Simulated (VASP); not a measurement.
Method: r2SCAN+rVV10, VASP's PBE PAW potentials (set 64) (plane waves; VASP).

A VASP calculation is set up with these files.

INCAR:
```
SYSTEM = Cr
PREC = Accurate
ENCUT = 520
EDIFF = 1E-6
NELM = 100
ALGO = Normal
LREAL = .FALSE.
LASPH = .TRUE.
ISMEAR = 1
SIGMA = 0.1
METAGGA = R2SCAN
LUSE_VDW = .TRUE.
BPARAM = 11.95
CPARAM = 0.0093
LMIXTAU = .TRUE.
LMAXMIX = 4
ISPIN = 2
MAGMOM = 1.5 -1.5
LORBIT = 10
LWAVE = .FALSE.
LCHARG = .FALSE.
IBRION = 2
ISIF = 3
NSW = 60
EDIFFG = -0.01
```

File KPOINTS:
```
Automatic mesh
0
Gamma
11 11 11
0 0 0
```

**POSCAR**
```
Cr
1
    2.8800000000     0.0000000000     0.0000000000
    0.0000000000     2.8800000000     0.0000000000
    0.0000000000     0.0000000000     2.8800000000
Cr
2
Direct
  0.0000000000   0.0000000000   0.0000000000
  0.5000000000   0.5000000000   0.5000000000
```

POTCAR, in this order: Cr_pv (PBE.64 set). Program: vasp_std.

Energy and stress use the plane-wave basis of the starting cell.

Task: Estimate the energy per atom (σ→0), cell moment, volume per atom, band gap (on the k-mesh).

Result: 
```json
{
  "energy per atom (σ→0)": "-1428.0 kJ/mol-atom",
  "cell_moment": "0.00 μB",
  "band gap (on the k-mesh)": "none (metal, semimetal or under 0.01 eV)",
  "volume_per_atom": "12.87 Å³/atom"
}
```

OSZICAR:
```
...
DAV:   6    -0.296006019883E+02    0.21615E-03   -0.25649E-03  4464   0.496E-01    0.240E-01
DAV:   7    -0.296005672688E+02    0.34720E-04   -0.10587E-03  4336   0.317E-01    0.123E-01
DAV:   8    -0.296005499050E+02    0.17364E-04   -0.85353E-05  4096   0.100E-01    0.438E-02
DAV:   9    -0.296005250938E+02    0.24811E-04   -0.40886E-05  4480   0.578E-02    0.967E-03
DAV:  10    -0.296005282433E+02   -0.31495E-05   -0.50904E-06  4560   0.150E-02    0.492E-03
DAV:  11    -0.296005241762E+02    0.40672E-05   -0.15988E-07  1824   0.414E-03    0.148E-03
DAV:  12    -0.296005235204E+02    0.65571E-06   -0.36962E-08  1840   0.130E-03
   3 F= -.29600524E+02 E0= -.29600551E+02  d E =-.529214E-01  mag=    -0.0000
```

The compound is Cr in the bcc, AFM order structure. This run relaxes it. Symmetry was kept, so distortions that lower it aren't found.
